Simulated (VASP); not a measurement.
These are PBE GGA, VASP's PBE PAW potentials (set 64) (plane waves; VASP 6.6.1) values and carry that method's errors.

VASP input:

INCAR:
```
SYSTEM = Al16C
PREC = Normal
ENCUT = 400
EDIFF = 1E-5
NELM = 100
ALGO = Normal
LREAL = .FALSE.
LASPH = .TRUE.
ISMEAR = 1
SIGMA = 0.1
GGA = PE
LWAVE = .TRUE.
LCHARG = .FALSE.
NELMIN = 4
LDIPOL = .TRUE.
IDIPOL = 3
DIPOL = 0.5 0.5 0.5
IBRION = 2
ISIF = 2
NSW = 50
EDIFFG = -0.03
```

File KPOINTS:
```
Automatic mesh
0
Gamma
5 5 1
0 0 0
```

**POSCAR**
```
Al16C
1.0
  5.7074358814   0.0000000000   0.0000000000
  2.8537174425   4.9427846712   0.0000000000
  0.0000000000   0.0000000000  20.9409509635
Al C
16 1
Cart
  0.0000000000   0.0000000000   6.9753888840
  2.8537179407   0.0000000000   6.9753888840
  1.4268587212   2.4713923356   6.9753888840
  4.2805766620   2.4713923356   6.9753888840
  1.4268617410   0.8237990928   9.3054466158
  4.2805796817   0.8237990928   9.3054466158
  2.8537204623   3.2951914284   9.3054466158
  5.7074384030   3.2951914284   9.3054466158
 -0.0000030198   1.6475932428  11.6355043477
  2.8537149209   1.6475932428  11.6355043477
  1.4268557015   4.1189855784  11.6355043477
  4.2805736422   4.1189855784  11.6355043477
  0.0000000000   0.0000000000  13.9655620795
  2.8537179407   0.0000000000  13.9655620795
  1.4268587212   2.4713923356  13.9655620795
  4.2805766620   2.4713923356  13.9655620795
  2.8537149209   1.6475932428  15.1434068074
```

POTCAR, in this order: Al C (PBE.64 set). Program: vasp_std.

Task: Predict the energy per atom (σ→0), band gap (on the k-mesh).

Result: 
| Item | Value |
|---|---|
| energy per atom (σ→0) | -3.804 eV/atom |
| band gap (on the k-mesh) | none (metal, semimetal or under 0.01 eV) |

**OSZICAR**
```
...
  14 F= -.64675264E+02 E0= -.64673985E+02  d E =-.128654E-02
       N       E                     dE             d eps       ncg     rms          rms(c)
DAV:   1    -0.646755930244E+02   -0.32847E-03   -0.37461E-02   350   0.980E-01    0.339E-02
DAV:   2    -0.646756488599E+02   -0.55836E-04   -0.82826E-04   436   0.119E-01    0.240E-02
DAV:   3    -0.646756568817E+02   -0.80219E-05   -0.11033E-04   419   0.577E-02    0.202E-02
DAV:   4    -0.646756394800E+02    0.17402E-04   -0.10146E-04   331   0.534E-02    0.160E-02
DAV:   5    -0.646756343043E+02    0.51758E-05   -0.25454E-05   318   0.256E-02
  15 F= -.64675634E+02 E0= -.64674390E+02  d E =-.370213E-03
```

The cell is a thin slab with vacuum, built from Al (fcc): (111) face, C adsorbed.
